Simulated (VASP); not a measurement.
Computed with PBE GGA, VASP's PBE PAW potentials (set 64) (plane waves; VASP 6.6.1).

The input files of a VASP run:

File POSCAR:
```
CoAl
1
    2.9172000000     0.0000000000     0.0000000000
    0.0000000000     2.9172000000     0.0000000000
    0.0000000000     0.0000000000     2.9172000000
Al Co
1 1
Direct
  0.5000000000   0.5000000000   0.5000000000
  0.0000000000   0.0000000000   0.0000000000
```

File KPOINTS:
```
Automatic mesh
0
Gamma
9 9 9
0 0 0
```

### INCAR
```
SYSTEM = CoAl
PREC = Accurate; ENCUT = 400; LREAL = .FALSE.
LASPH = .TRUE.
EDIFF = 1E-6; NELM = 100; ALGO = Normal
LMAXMIX = 4
ISMEAR = 1; SIGMA = 0.1
GGA = PE
ISIF = 2
LWAVE = .FALSE.; LCHARG = .FALSE.
```

POTCAR, in this order: Al Co (PBE.64 set). Program: vasp_std.

Q: What does the run give for the energy per atom (σ→0), pressure, band gap (on the k-mesh)?

A: 
```
Quantity                                                     Value
------------------------  ----------------------------------------
energy per atom (σ→0)                               -5.968 eV/atom
band gap (on the k-mesh)  none (metal, semimetal or under 0.01 eV)
pressure                                                -10.88 GPa
```

### OSZICAR
```
...
DAV:   7    -0.119458991491E+02    0.50429E+01   -0.35501E+01   774   0.822E+01    0.169E+00
DAV:   8    -0.119485324311E+02   -0.26333E-02   -0.25327E-01   718   0.419E+00    0.116E+00
DAV:   9    -0.119355763393E+02    0.12956E-01   -0.39773E-02   842   0.276E+00    0.323E-01
DAV:  10    -0.119351583619E+02    0.41798E-03   -0.78290E-04   762   0.291E-01    0.128E-01
DAV:  11    -0.119351460219E+02    0.12340E-04   -0.89803E-05  1016   0.135E-01    0.153E-02
DAV:  12    -0.119351447451E+02    0.12768E-05   -0.10441E-05   778   0.469E-02    0.376E-03
DAV:  13    -0.119351444635E+02    0.28166E-06   -0.50170E-07   358   0.774E-03
   1 F= -.11935144E+02 E0= -.11935555E+02  d E =0.123209E-02
```

The compound is CoAl in the CsCl type structure. The cell was not relaxed at this level. The run is not spin-polarised, so no magnetic state was tried.
